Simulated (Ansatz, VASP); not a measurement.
# Cross-check of Si2W between VASP and Ansatz, part 2 of 2

Wanted: the spread between two codes on one cell, functional and k mesh. The cell is taken from a series of runs on this material, whose earlier steps may have relaxed, scaled, displaced or heated it; both programs get it as it stands.

VASP 6.6.1 and Ansatz 0.2.0.

So far: The structure; VASP: zone-centre phonons, PBEsol.

## Step 3: Ansatz: zone-centre phonons, PBEsol

Level of this step: Ansatz beside VASP: Kohn-Sham DFT, plane waves, PBEsol (Ansatz).

Ansatz runs on its PAW soft_1 files.

The same cell, functional, mesh and smearing now go to Ansatz, which takes its cutoff from its data sets.

input.yaml reads:

```yaml
crystal:
  lattice:
    - [-1.6240097156, 1.6240097156, 3.9522518814]
    - [1.6240097156, -1.6240097156, 3.9522518814]
    - [1.6240097156, 1.6240097156, -3.9522518814]
  atoms:
    - { symbol: Si, position: [0.3351985326, 0.3351985326, 0.0] }
    - { symbol: Si, position: [0.6648014674, 0.6648014674, 0.0] }
    - { symbol: W, position: [0.0, 0.0, 0.0] }
kpoints:
  mp_grid: { grid: [20, 20, 20] }
hamiltonian:
  xc: pbesol
  pseudopotentials: { kind: paw, azcp: { folder: soft_1 }, xc_functional: pbe }
scf:
  occupations: { method: methfessel_paxton, width: 0.2 }
output:
  eigenvalues: true
phonons:
  method: dfpt
```

Launch:

```
> ansatz run input.yaml --threads 4 --pin off --max-ram 10240MiB --backend cpu --events-out ev --progress --plain --runs-dir out
```

Numbers of over 12 decimals in the logs are rounded to 6 here.

The log of the run:

```text
zone centre: on kpoints.mp_grid the ground state, and the responses unless they are solved on pairs of k-points, stand on 1166 of the mesh's 8000 k-points, reduced under 4 symmetry operations, with k and −k counted as one. Each operation leaves every solved displacement unchanged or reverses it
Engine: ansatz 0.2.0, x86_64-unknown-linux-gnu
Pseudopotentials: kind: paw
Pseudopotential: Si, paw, valence charge 4, recommended cutoff 420 eV (normal), soft_1/Si.paw.azcp
Pseudopotential: W, paw, valence charge 14, recommended cutoff 420 eV (normal), soft_1/W.paw.azcp
Functional definition: PBEsol
  exchange = pbesol_x
  correlation = pbesol_c
Crystal: 3 atoms, lattice volume = 41.695 Å³
Basis set: ecut = 420 eV, 841 PW (Γ), exchange–correlation on 64×64×64 points (8 copies of the dense FFT grid, shifted against one another)
Bands: 15, of which v1, the nominal top of the filled ones, is band 11 counted from 1 (10 counted from 0)
Symmetry: 16 space group operations
k-points: 1166 of 8000 (irreducible under 4 space group operations, time reversal used)
Non-local potential: Si, projectors of the file, l = 0: 2, l = 1: 2, l = 2: 1
Non-local potential: W, projectors of the file, l = 0: 3, l = 1: 2, l = 2: 2, l = 3: 1
PAW form: soft (Blöchl's): semilocal exchange-correlation on the pseudo side does not see the compensation charge
PAW frozen core: Si, regenerated for the run's functional, and the local potential with it (the file was generated under x = pbe(κ = 0.804, μ = 0.219515), c = pbe(β = 0.066725))
PAW frozen core: W, regenerated for the run's functional, and the local potential with it (the file was generated under x = pbe(κ = 0.804, μ = 0.219515), c = pbe(β = 0.066725))
PAW one-centre angular grid: Si, 110 points (default); XC on 64 Gauss nodes
PAW one-centre angular grid: W, 590 points (default); XC on 64 Gauss nodes
Initial density: superposition of atomic densities (chi_scale 0.1, normalization cell, long waves kept (reshape's long-wave potential 0.00 eV rms))
Initial wavefunctions: pseudopotential atomic-orbital guess
Functional: x = pbesol(κ = 0.804, μ = 0.123457), c = pbesol(β = 0.046)
SCF iter   1: F=—  HF=-11502.215159 eV  |F-HF|=—  |Δ(HF+E_count)|=         —  Δρ=4.96e-2  dr2=1.08e0  ethr=3.10e-3  ⟨swp⟩=5.2  Hψ=101334  notcnv=0
preconditioner: auto → Kerker (q_TF=auto, 2.453 Å⁻¹)  [metal: Δε(μ)=0.022 eV  Ē_g=8.077 eV  σ=0.200 eV  W_gap=0.09  n_scr=10 (ndim 8)  ℏωp=21.5 eV  f_vac=0.000  D(μ)=0.29/eV (n_scr^D=0)]
SCF iter   2: F=—  HF=-11501.949564 eV  |F-HF|=—  |Δ(HF+E_count)|=   2.66e-1  S|Δr|=    0.00e0  Δρ=2.59e-2  dr2=2.20e-1  ethr=3.10e-3  ⟨swp⟩=2.4  Hψ=33402  notcnv=0
SCF iter   3: F=—  HF=-11501.873822 eV  |F-HF|=—  |Δ(HF+E_count)|=   7.57e-2  S|Δr|=    0.00e0  Δρ=7.03e-3  dr2=1.70e-2  ethr=1.00e-3  ⟨swp⟩=2.8  Hψ=31158  notcnv=0
SCF iter   4: F=—  HF=-11501.867662 eV  |F-HF|=—  |Δ(HF+E_count)|=   6.16e-3  S|Δr|=    0.00e0  Δρ=5.37e-4  dr2=6.67e-5  ethr=7.71e-5  ⟨swp⟩=2.6  Hψ=26000  notcnv=0
SCF iter   5: F=—  HF=-11501.867640 eV  |F-HF|=—  |Δ(HF+E_count)|=   2.18e-5  S|Δr|=    0.00e0  Δρ=6.85e-5  dr2=1.72e-6  ethr=3.03e-7  ⟨swp⟩=2.1  Hψ=26923  notcnv=0
SCF iter   6: F=—  HF=-11501.867641 eV  |F-HF|=—  |Δ(HF+E_count)|=   1.67e-6  S|Δr|=    0.00e0  Δρ=1.31e-5  dr2=7.36e-8  ethr=7.82e-9  ⟨swp⟩=2.6  Hψ=26414  notcnv=0
SCF iter   7: F=—  HF=-11501.867641 eV  |F-HF|=—  |Δ(HF+E_count)|=   9.94e-9  S|Δr|=    0.00e0  Δρ=1.95e-6  dr2=2.61e-9  ethr=3.35e-10  ⟨swp⟩=2.2  Hψ=25041  notcnv=0
SCF iter   8: F=—  HF=-11501.867641 eV  |F-HF|=—  |Δ(HF+E_count)|=  5.89e-10  S|Δr|=    0.00e0  Δρ=2.82e-7  dr2=3.50e-11  ethr=1.19e-11  ⟨swp⟩=2.1  Hψ=24325  notcnv=0
SCF iter   9: F=-11501.867641 eV  HF=-11501.867641 eV  |F-HF|=1.82e-12  |Δ(HF+E_count)|=  1.46e-11  S|Δr|=    0.00e0  Δρ=3.05e-8  dr2=3.12e-13  ethr=1.00e-12  ⟨swp⟩=5.1  Hψ=70802  notcnv=0
the search or the solves at the SCF's close seem to have found levels that the self-consistency loop had missed (the run counts 2). By its estimate they hold under 1e-12 electrons; where the run keeps them, the occupations were computed again with them
SCF 1 converged in 9 iterations: F = -11501.867641 eV  dr2 = 3.12e-13
  greatest PAW one-centre occupation: 0.999 electrons in one spin orbital (limit 2), on the W atom at site 2 (counted from 0), in its partial waves of l = 0
DFPT response loops at Γ: preconditioner auto → Kerker (q_TF=auto, 2.453 Å⁻¹) (partly filled bands, converged f_vac=0.000); β = 1.00, the filter's whole step (`scf.mixing.beta` (0.50) is not read by the response loops under this deck's `scf.mixing.preconditioner`; to damp them name `kerker` or `kerker_dos`, under which they read `scf.mixing.beta`, and type it under 1.00, their step now; both keys bind the ground state too); Broyden in place of MSR1
SCF converged after 9 iterations
Stability not checked: this state was not tested for a lower state beside it, because cold or Methfessel-Paxton smearing, or corrected tetrahedra, fill the levels in a way that the test cannot read (fill_not_monotonic; see scf.lower_state_search)
Free energy (F): -11501.867641 eV
Harris-Foulkes:  -11501.867641 eV  (|F-HF|=1.82e-12)
Internal energy: -11501.869193 eV  (E = F + TS)
E sigma→0 (E₀):  -11501.868029 eV
Entropy (-TS):   0.001551 eV (0.517 meV/atom)
Fermi energy:    15.947419 eV
--- Per-component energies (eV) ---
  E_band       = -95.752656
  E_kinetic    = 509.850023
  E_local      = -908.585312  (includes V_loc(G=0)·N_el)
  E_nonlocal   = 20.761516
  E_hartree    = 390.397646
  E_xc         = -381.295569
  E_vxc        = -331.524205  (∫ρ·V_xc dr)
  E_paw        = -9446.348807  (= ΣΔE_a)
  E_vpaw       = -167.050183  (= ΣTr[D̂ρ^β])
  E_aug_tail   = 0.000219  (compensation charges beyond the density's cutoff)
  E_ewald      = -1686.933886
  E_core_change = 0.284979  (= ΣΔE_core)
  E_smearing   = 0.001551  (= −TS)
  E_closure    = 0.000000  (closes the sum)
  Σ components = -11501.867641   (vs F -11501.867641, Δ=0.00e0)
--- Band table (eV; the first three rows and the last of 1166) ---
  k-point 0: bands = [... 7 lower, 12.7560, 13.2249, 13.2249, 16.5418, 18.5645, 18.9412, 18.9412, 19.0147]
  k-point 1: bands = [... 7 lower, 12.7714, 13.0205, 13.5199, 16.1311, 18.4354, 19.0001, 19.0086, 19.2467]
  k-point 2: bands = [... 7 lower, 12.5120, 12.8207, 13.9837, 15.1977, 18.2224, 19.1584, 19.1660, 19.7357]
  k-point 1165: bands = [... 7 lower, 13.4876, 15.1553, 15.1553, 15.4857, 15.4857, 16.7067, 20.3897, 20.4911]
--- Phonons (Γ-DFPT): 4 representative perturbations + reference, on 1166 of 8000 k-points (Σ response iterations 12) ---
  k mesh reduced under 4 symmetry operations, with k and −k counted as one. Each operation leaves every solved displacement unchanged or reverses it
  ASR residual: 1.323e-5 → 0.000e0 eV/Å²; symmetrization residual: 1.754e-6 eV/Å²
  ASR residual per site (eV/Å²): 9.89e-6 9.89e-6 1.32e-5
  Γ frequencies (cm⁻¹): 0.00 0.00 0.00 240.72 240.72 281.00 315.58 315.58 426.62
  non-analytic LO–TO correction: not included (Born effective charges unavailable; polar crystals: no LO–TO splitting at Γ)
```

Reading the cycles: dr2 is the Hartree energy of the density residual (eV), the measure of convergence; HF is the Harris–Foulkes estimate of the energy, which meets the free energy F at convergence.

## Step 4: Comparison

Known differences besides the potentials themselves: the data sets hold 22 valence electrons in Ansatz (on its PAW soft_1 files) and 14 in VASP; the cutoff is 420 eV in Ansatz and 600 eV in VASP; Ansatz makes its cores anew for this functional, VASP keeps those of its PBE data sets. Total energies have different zeros and are not compared.

Compared:

```tsv
quantity	Ansatz	VASP	difference
optical mode 1 to 2 (cm⁻¹)	240.7	242.3	-0.63 %
optical mode 3 (cm⁻¹)	281.0	282.2	-0.44 %
optical mode 4 to 5 (cm⁻¹)	315.6	317.3	-0.55 %
optical mode 6 (cm⁻¹)	426.6	429.0	-0.54 %
```

Modes are paired by rising frequency, not by their patterns, so a pair may set unlike modes beside each other; they are those without the splitting of longitudinal modes.

## Step 5: Summary of results

| Quantity | Value |
| --- | --- |
| r.m.s. difference of the optical zone-centre modes, each program's sorted by frequency (zone-centre phonons, PBEsol) | 1.7 cm⁻¹ |
| difference in optical mode 1 to 2 (zone-centre phonons, PBEsol) | -0.6 % |

The r.m.s. difference of the optical zone-centre modes, each program's sorted by frequency is 1.7 cm⁻¹ (zone-centre phonons, PBEsol). The data sets hold unlike numbers of valence electrons (22 in Ansatz and 14 in VASP), so part of the differences comes from the potentials. Among the rows given in per cent, the largest difference of the zone-centre phonons, PBEsol pair is in optical mode 1 to 2, -0.6 %. How closely two codes agree says nothing of how well the functional describes the real material.

[Lines on the potential files, build, host, timing and source positions are cut from VASP's logs without a mark.]

[Logs are printed without paths, hosts, clocks, repeated set-up lines and the standing remarks that a program may print on its own settings, such as how far it seeks lower states.]

[Hosts, paths, dates, database ids (printed as entryN), source tags and the programs' standing remarks are cut or masked in the printed files.]
